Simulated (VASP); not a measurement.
A run of VASP 6.6.1:

INCAR

```
PREC = Accurate
ENCUT = 600
EDIFF = 1E-6
ISMEAR = 0
SIGMA = 0.1
LREAL = False
LASPH = True
NELM = 100
ALGO = Fast
ISIF = 3
LWAVE = False
LCHARG = False
GGA = PE
IBRION = 2
NSW = 100
EDIFFG = -0.01
```

KPOINTS

```
Automatic mesh
0
Gamma
  8 8 8
```

Contents of POSCAR:

```
PtCl4
1.0
    4.8285072080      0.0000000000      0.0000000000
    0.0000000000      4.8285072080      0.0000000000
    0.0000000000      0.0000000000      4.8285072080
Pt Cl
1 4
Direct
    0.5000000000      0.5000000000      0.5000000000
    0.0000000000      0.0000000000      0.0000000000
    0.5000000000      0.5000000000      0.0000000000
    0.5000000000      0.0000000000      0.5000000000
    0.0000000000      0.5000000000      0.5000000000
```

Potentials or basis: VASP PAW PBE potentials, release 64 (Pt, Cl).

Run with:

```bash
$ cat potpaw_PBE.64/Pt/POTCAR potpaw_PBE.64/Cl/POTCAR > POTCAR
$ mpirun -np 1 vasp_std > vasp.out
```

Hardware: 1 thread of Intel(R) Xeon(R) Platinum 8488C (Sapphire Rapids), with other jobs on the host.

Q: How long does it take, and how much memory?

A: Wall time 2.3 min on 1 thread of Intel(R) Xeon(R) Platinum 8488C (Sapphire Rapids), with other jobs on the host, peak memory 0.3 GiB. Counts: scf iterations 26, k points 35, ion steps 2.
